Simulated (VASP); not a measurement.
Data:

```
AlAs
1.0
    3.25511     0.00000     0.00000
    0.00000     3.25511     0.00000
    0.00000     0.00000     3.25511
Al As
1 1
Direct
  0.00000   0.00000   0.00000
  0.50000   0.50000   0.50000
```

Computed with PBEsol GGA, VASP's PBE PAW potentials (set 64) (plane waves; VASP 6.6.1). Numerical set-up: 400 eV cut-off, Gaussian smearing of 0.050 eV, potentials Al As.

### Question
Give the energies of bands 2 to 7 at the high-symmetry points, in eV from the Fermi level.

### Answer

```csv
band,Γ,X,M,R
2,-0.76,-8.44,-5.83,-3.57
3,-0.76,1.02,-5.83,-3.57
4,-0.76,1.02,-3.78,-3.57
5,-0.33,3.13,2.52,-0.80
6,3.27,4.98,7.54,-0.80
7,3.27,4.98,7.54,-0.80
```

It has no gap at this level: it comes out as a metal or semimetal.

The structure was generated: AlAs was put into the CsCl type type (Pm-3m), which need not be its known phase. It was relaxed first, which changed the volume by +14 %.
